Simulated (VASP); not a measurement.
OSZICAR of a VASP run on CoSi2 (fluorite):

**OSZICAR**
```
       N       E                     dE             d eps       ncg     rms          rms(c)
DAV:   1     0.701808630761E+02    0.70181E+02   -0.69010E+03  1136   0.132E+03
DAV:   2    -0.182621413950E+02   -0.88443E+02   -0.82027E+02  1148   0.257E+02
DAV:   3    -0.224564315647E+02   -0.41943E+01   -0.40450E+01  1488   0.652E+01
DAV:   4    -0.225472639180E+02   -0.90832E-01   -0.90619E-01  1364   0.900E+00
DAV:   5    -0.225498623050E+02   -0.25984E-02   -0.25981E-02  1500   0.160E+00    0.161E+01
DAV:   6    -0.255292684881E+02   -0.29794E+01   -0.40599E+01  1376   0.138E+02    0.164E+01
DAV:   7    -0.209801744559E+02    0.45491E+01   -0.16927E+01  1468   0.108E+02    0.409E+00
DAV:   8    -0.209671332035E+02    0.13041E-01   -0.92724E-01  1268   0.768E+00    0.181E+00
DAV:   9    -0.209332364072E+02    0.33897E-01   -0.11085E-01  1408   0.718E+00    0.441E-01
DAV:  10    -0.209329028818E+02    0.33353E-03   -0.77665E-03  1600   0.136E+00    0.134E-01
DAV:  11    -0.209326735027E+02    0.22938E-03   -0.96336E-04  1476   0.674E-01    0.452E-02
DAV:  12    -0.209326818469E+02   -0.83442E-05   -0.44991E-05  1316   0.629E-02    0.184E-02
DAV:  13    -0.209326809735E+02    0.87342E-06   -0.44687E-06  1396   0.370E-02
   1 F= -.16462516E+02 E0= -.16462867E+02  d E =-.164625E+02
       N       E                     dE             d eps       ncg     rms          rms(c)
DAV:   1    -0.225159335138E+02   -0.15833E+01   -0.26628E+01  1320   0.108E+02    0.151E+01
DAV:   2    -0.256670733546E+02   -0.31511E+01   -0.49300E+01  1288   0.160E+02    0.167E+01
DAV:   3    -0.203226338613E+02    0.53444E+01   -0.20181E+01  1376   0.122E+02    0.287E+00
DAV:   4    -0.203822474311E+02   -0.59614E-01   -0.10940E+00  1200   0.832E+00    0.184E+00
DAV:   5    -0.203508717406E+02    0.31376E-01   -0.54641E-02  1572   0.471E+00    0.890E-01
DAV:   6    -0.203470286874E+02    0.38431E-02   -0.10128E-02  1452   0.106E+00    0.240E-01
DAV:   7    -0.203465944472E+02    0.43424E-03   -0.10815E-03  1588   0.698E-01    0.117E-01
DAV:   8    -0.203465630254E+02    0.31422E-04   -0.23181E-04  1492   0.146E-01    0.342E-02
DAV:   9    -0.203465623569E+02    0.66853E-06   -0.68151E-06  1312   0.368E-02
   2 F= -.16344488E+02 E0= -.16344872E+02  d E =0.118028E+00
       N       E                     dE             d eps       ncg     rms          rms(c)
DAV:   1    -0.217647933426E+02   -0.14182E+01   -0.11862E+01  1232   0.736E+01    0.880E+00
DAV:   2    -0.235834238207E+02   -0.18186E+01   -0.24819E+01  1628   0.119E+02    0.141E+01
DAV:   3    -0.208342698502E+02    0.27492E+01   -0.11171E+01  1448   0.700E+01    0.244E+00
DAV:   4    -0.208299916222E+02    0.42782E-02   -0.26238E-01  1196   0.549E+00    0.146E+00
DAV:   5    -0.208118853713E+02    0.18106E-01   -0.20565E-02  1712   0.269E+00    0.334E-01
DAV:   6    -0.208115907384E+02    0.29463E-03   -0.13023E-03  1608   0.395E-01    0.189E-01
DAV:   7    -0.208115534445E+02    0.37294E-04   -0.35307E-05  1680   0.911E-02    0.888E-02
DAV:   8    -0.208115505452E+02    0.28993E-05   -0.13016E-05  1728   0.539E-02    0.915E-03
DAV:   9    -0.208115505024E+02    0.42759E-07   -0.87933E-07   708   0.130E-02
   3 F= -.16506770E+02 E0= -.16507117E+02  d E =-.442543E-01
       N       E                     dE             d eps       ncg     rms          rms(c)
DAV:   1    -0.208075921993E+02    0.39583E-02   -0.21478E-03  1260   0.975E-01    0.127E-01
DAV:   2    -0.208079983305E+02   -0.40613E-03   -0.48330E-03  1484   0.159E+00    0.196E-01
DAV:   3    -0.208074214237E+02    0.57691E-03   -0.23585E-03  1448   0.113E+00    0.245E-02
DAV:   4    -0.208074174046E+02    0.40191E-05   -0.41590E-05  1204   0.653E-02    0.725E-03
DAV:   5    -0.208074167481E+02    0.65653E-06   -0.15112E-06   744   0.261E-02
   4 F= -.16506811E+02 E0= -.16507159E+02  d E =-.442957E-01
```

Question: Which electronic solver shows in the log?

Answer: It is blocked Davidson (ALGO = Normal, or the opening steps of other solvers). The INCAR had ALGO = Normal.

Question: How was spin treated?

Answer: Without spin polarisation: there is no mag entry.

Question: Can the final energy be trusted as converged?

Answer: The calculation finished and met its thresholds. It stopped with EDIFF = 1E-6, NELM = 100, NSW = 40 and EDIFFG = -0.02 after 4 ionic steps (PBEsol GGA, plane waves, VASP's PBE PAW potentials (set 64)). Energy and stress use the plane-wave basis of the starting cell.

The compound is CoSi2 in the fluorite structure. This run relaxes it under an external pressure of 20 GPa. Symmetry was kept, so distortions that lower it aren't found. The run is not spin-polarised, so no magnetic state was tried. The electron count is odd and the run is not spin-polarised, which forces a metal.
